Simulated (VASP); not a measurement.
Input:

```xyz
2
Lattice="0.0000 2.7384 2.7384 2.7384 0.0000 2.7384 2.7384 2.7384 0.0000" Properties=species:S:1:pos:R:3 pbc="T T T"
Fe     5.4768     5.4768     5.4768
Al     1.3692     1.3692     1.3692
```
Starting moments (μB, in the order of the record's atoms Fe Al): 2.3 -0.1.

The numbers are results of PBEsol GGA, VASP's PBE PAW potentials (set 64) (plane waves; VASP), not measurements. Run with 400 eV cut-off, Gaussian smearing of 0.050 eV, potentials Fe Al.

Problem. What does the run give for the cell moment, band gap (along the path) with the smallest direct gap where there is one?

Solution. 
The band gap (along the path) is none (metal, semimetal or under 0.01 eV) and the cell moment is 2.11 μB.

Only differences to runs with the same potentials and settings are physical.

The structure was generated: FeAl was put into the zinc blende type (F-43m), which need not be its known phase. It was relaxed first, which changed the volume by -18 %.
